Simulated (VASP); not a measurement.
Computed with PBE GGA, VASP's PBE PAW potentials (set 64) (plane waves; VASP).

A VASP calculation is set up with these files.

**INCAR**
```
! general
SYSTEM  = TiC
PREC    = Accurate
ENCUT   = 520
LREAL   = .FALSE.
LASPH   = .TRUE.

! electronic loop
EDIFF   = 1E-6
NELM    = 100
ALGO    = All
LMAXMIX = 4

! smearing
ISMEAR  = 1
SIGMA   = 0.1

! functional
GGA     = PE

! ions
ISIF    = 2

! output
LWAVE   = .FALSE.
LCHARG  = .FALSE.
```

KPOINTS:
```
Automatic mesh
0
Gamma
13 13 13
0 0 0
```

### POSCAR
```
TiC
2.2113730
  0.0000000000   0.9711012118   0.9866856473
  1.0000000000   0.0000000000   0.9866856473
  1.0000000000   0.9711012118   0.0000000000
Ti C
1 1
direct
  0.0000000000   0.0000000000   0.0000000000
  0.4802620000   0.5197380000   0.5197380000
```

POTCAR, in this order: Ti_sv C (PBE.64 set). Program: vasp_std.

The resulting files:

**OUTCAR**
```
 ion  position               nearest neighbor table
   1  0.000  0.000  0.000-   2 2.12   2 2.15   2 2.15   2 2.18   2 2.18   2 2.30
   2  0.480  0.520  0.520-   1 2.12   1 2.15   1 2.15   1 2.18   1 2.18   1 2.30
  LATTYP: Found a face centered orthorhombic cell.
 ALAT       =     4.2949340000
 B/A-ratio  =     1.0160482094
 C/A-ratio  =     1.0297587809
 Subroutine PRICEL returns:
 Original cell was already a primitive cell.
 Subroutine GETGRP returns: Found  4 space group operations
The static configuration has the point symmetry C_2v.
The dynamic configuration has the point symmetry C_2v.
 Subroutine INISYM returns: Found  4 space group operations
 Subroutine IBZKPT returns following result:
 Found    343 irreducible k-points:

 Following reciprocal coordinates:
            Coordinates               Weight
  0.000000  0.000000  0.000000      1.000000
  0.076923  0.000000  0.000000      8.000000
  0.153846  0.000000  0.000000      8.000000
  0.230769  0.000000  0.000000      8.000000
  0.307692  0.000000  0.000000      8.000000
  0.384615  0.000000  0.000000      8.000000
  0.461538  0.000000  0.000000      8.000000
  0.076923  0.076923  0.000000      2.000000
  0.153846  0.076923  0.000000      8.000000
  0.230769  0.076923 -0.000000      8.000000
  0.307692  0.076923  0.000000      8.000000
  0.384615  0.076923 -0.000000      8.000000
  0.461538  0.076923  0.000000      8.000000
 -0.461538  0.076923 -0.000000      8.000000
 -0.384615  0.076923 -0.000000      8.000000
 -0.307692  0.076923  0.000000      8.000000
 -0.230769  0.076923  0.000000      8.000000
 -0.153846  0.076923 -0.000000      8.000000
 -0.076923  0.076923 -0.000000      4.000000
  0.153846  0.153846  0.000000      2.000000
  0.230769  0.153846 -0.000000      8.000000
  0.307692  0.153846  0.000000      8.000000
...
```

OSZICAR:
```
       N       E                     dE             d eps       ncg     rms           ort
DAV:   1     0.120115737834E+03    0.12012E+03   -0.88997E+03  4116   0.170E+03
DAV:   2    -0.139646162617E+02   -0.13408E+03   -0.12747E+03  4116   0.383E+02
DAV:   3    -0.238370636598E+02   -0.98724E+01   -0.94411E+01  4116   0.987E+01
DAV:   4    -0.243227849659E+02   -0.48572E+00   -0.48446E+00  4116   0.206E+01
DAV:   5    -0.243381416542E+02   -0.15357E-01   -0.15355E-01  4116   0.329E+00
SDA:   6    -0.375419746513E+01    0.20584E+02   -0.15355E-01  4116   0.699E+02   0.000E+00
CGA:   7    -0.155779265507E+02   -0.11824E+02   -0.11466E+02  4116   0.115E+02  -0.284E+01
CGA:   8    -0.179422357991E+02   -0.23643E+01   -0.23744E+01  4116   0.231E+01  -0.315E+00
CGA:   9    -0.183821923383E+02   -0.43996E+00   -0.43997E+00  4116   0.926E+00   0.418E-02
CGA:  10    -0.185853186302E+02   -0.20313E+00   -0.20302E+00  4116   0.201E+00   0.327E-02
CGA:  11    -0.186265307804E+02   -0.41212E-01   -0.41214E-01  4116   0.890E-01  -0.660E-03
CGA:  12    -0.186498973512E+02   -0.23367E-01   -0.23321E-01  4116   0.299E-01   0.529E-03
CGA:  13    -0.186576745089E+02   -0.77772E-02   -0.77675E-02  4116   0.185E-01   0.168E-03
CGA:  14    -0.186632376751E+02   -0.55632E-02   -0.55706E-02  4116   0.747E-02  -0.701E-04
CGA:  15    -0.186651516425E+02   -0.19140E-02   -0.19154E-02  4116   0.287E-02  -0.371E-04
CGA:  16    -0.186658953714E+02   -0.74373E-03   -0.74363E-03  4116   0.109E-02   0.326E-05
CGA:  17    -0.186661905568E+02   -0.29519E-03   -0.29545E-03  4116   0.347E-03  -0.591E-05
CGA:  18    -0.186662990167E+02   -0.10846E-03   -0.10873E-03  4116   0.211E-03  -0.334E-05
CGA:  19    -0.186663622128E+02   -0.63196E-04   -0.62900E-04  4116   0.897E-04   0.494E-05
CGA:  20    -0.186663940060E+02   -0.31793E-04   -0.31679E-04  4116   0.458E-04   0.119E-05
CGA:  21    -0.186664087027E+02   -0.14697E-04   -0.14864E-04  4116   0.248E-04  -0.261E-05
CGA:  22    -0.186664170566E+02   -0.83539E-05   -0.83644E-05  4116   0.121E-04  -0.106E-06
CGA:  23    -0.186664219175E+02   -0.48608E-05   -0.47646E-05  4116   0.904E-05   0.783E-06
CGA:  24    -0.186664255009E+02   -0.35835E-05   -0.35985E-05  4116   0.576E-05  -0.167E-06
CGA:  25    -0.186664279136E+02   -0.24127E-05   -0.23777E-05  4116   0.327E-05   0.266E-06
CGA:  26    -0.186664293448E+02   -0.14312E-05   -0.14369E-05  4116   0.211E-05  -0.546E-07
SDA:  27    -0.186664302344E+02   -0.88961E-06   -0.97977E-06  4116   0.209E-05  -0.582E-06
   1 F= -.18666430E+02 E0= -.18666450E+02  d E =0.585378E-04
```

OUTCAR:
```
------------------------ aborting loop because EDIFF is reached ----------------------------------------
  FORCE on cell =-STRESS in cart. coord.  units (eV):
  Direction    XX          YY          ZZ          XY          YZ          ZX
  --------------------------------------------------------------------------------------
  Total       -0.9219462      0.2018676     -0.5720992      0.0000000      0.0000000      0.0000000
  in kB      -71.2782240     15.6069443    -44.2305764      0.0000000      0.0000000      0.0000000
  external PRESSURE =     -33.3006187 kB  Pullay stress =       0.0000000 kB
  volume of cell :       20.72
      direct lattice vectors                 reciprocal lattice vectors
     0.000000000  2.147467000  2.181930000    -0.226103873  0.232832449  0.229154922
     2.211373000  0.000000000  2.181930000     0.226103873 -0.232832449  0.229154922
     2.211373000  2.147467000  0.000000000     0.226103873  0.232832449 -0.229154922
 POSITION                                       TOTAL-FORCE (eV/Angst)
 -----------------------------------------------------------------------------------
      0.00000      0.00000      0.00000         0.646036      0.000000      0.000000
      2.29867      2.14747      2.18193        -0.646036      0.000000      0.000000
 -----------------------------------------------------------------------------------
    total drift:                                0.000592     -0.000000      0.000000
  FREE ENERGIE OF THE ION-ELECTRON SYSTEM (eV)
  ---------------------------------------------------
  free  energy   TOTEN  =       -18.6664302344 eV

  energy  without entropy=      -18.6664887722  energy(sigma->0) =      -18.66644975
```
(Selected blocks of OUTCAR.)

The compound is TiC in the rock salt structure. The cell was not relaxed at this level, atoms are displaced from their ideal sites. The run is one of a series of settings (ALGO = All against the base run), some of them coarse on purpose.
